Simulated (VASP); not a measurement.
Set up this calculation in VASP 6.6.1, as the native input.

| Item | Value |
| --- | --- |
| Task | single point |
| Functional | r2SCAN |
| Potentials or basis | VASP PAW PBE potentials, release 64 (B, C) |
| Cutoff | 520 eV |
| k mesh | 14 × 10 × 10 |
| Occupations | gaussian, width 0.1 eV |
| Spin | no spin polarisation |
| Further INCAR settings | ALGO = Normal; EDIFF = 1e-06 |

The structure of B2C lies in POSCAR:

```
B2C                                     
1.0
    2.5733011812      0.0000000000      0.0000000000
    0.0000000000      3.4329812487      0.0000000000
    0.0000000000      0.0000000000      3.9282734018
  B               C             
     2     1
Direct
     0.5000000000000000    0.2547128255780223    0.0000000000000000
     0.5000000000000000    0.7452871744219779    0.0000000000000000
     0.0000000000000000    0.0000000000000000    0.0000000000000000
```

The cell was built by a generator and needn't be a form met in nature.

The input as run:

INCAR

```
  PREC = Accurate
  ENCUT = 520
  EDIFF = 1E-6
  ISMEAR = 0
  SIGMA = 0.1
  LREAL = False
  LASPH = True
  NELM = 150
  ALGO = Normal
  ISIF = 2
  LWAVE = False
  LCHARG = False
  METAGGA = R2SCAN
  LMIXTAU = True
  KPAR = 4
```

KPOINTS

```
Automatic mesh
0
Gamma
  14 10 10
```

Potentials or basis: VASP PAW PBE potentials, release 64 (B, C).

Command:

```console
$ cat potpaw_PBE.64/B/POTCAR potpaw_PBE.64/C/POTCAR > POTCAR
$ mpirun -np 4 vasp_std > vasp.out
```

Results of the run:

| Quantity | Value |
| --- | --- |
| Pressure | -1.7 GPa |
| Largest force | 0.061 eV/Å |
| Band gap on the k mesh | none (metal or under the smearing width) |

Caveat: the PAW data sets were made with another functional, which shifts forces and pressure a little.

Wall time 120 s on 4 MPI ranks on Intel(R) Xeon(R) Platinum 8375C CPU @ 2.90GHz (Ice Lake), on a shared host, peak memory 0.2 GiB a rank.
